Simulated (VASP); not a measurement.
## Ge₂Pd (relaxed from the fluorite structure, space group Fm-3m): computed properties

All values below come from r2SCAN meta-GGA, VASP's PBE PAW potentials (set 64) (plane waves; VASP).

- space group: Fm-3m (225)
- cell: a = b = c = 5.9949 Å, α = β = γ = 90.00°
- volume per atom: 17.95 Å³/atom
- band gap (over mesh and band path): none (metal, semimetal or under 0.01 eV)
- density: 7.76 g/cm³

PdGe$_{2}$ has the cubic space group Fm-3m (No. 225), Pearson symbol cF12. Conventional cell: a = b = c = 5.995 Å, α = β = γ = 90.00°. Pd on 4a is coordinated by 8 Ge at 2.596 Å (cubic). Ge on 8c has 4 Pd at 2.596 Å and 6 Ge at 2.997 Å. (Neighbours: up to the widest gap in distance over summed covalent radii, below 1.35, at either atom; cation-cation and far metal-metal contacts left out.)
(The calculation used a cell of 3 atoms; values per cell refer to that cell.)

The structure was generated: Ge2Pd was put into the fluorite type (Fm-3m), which need not be its known phase. It was relaxed first, which changed the volume by -5 %. Symmetry was kept, so distortions that lower it aren't found.
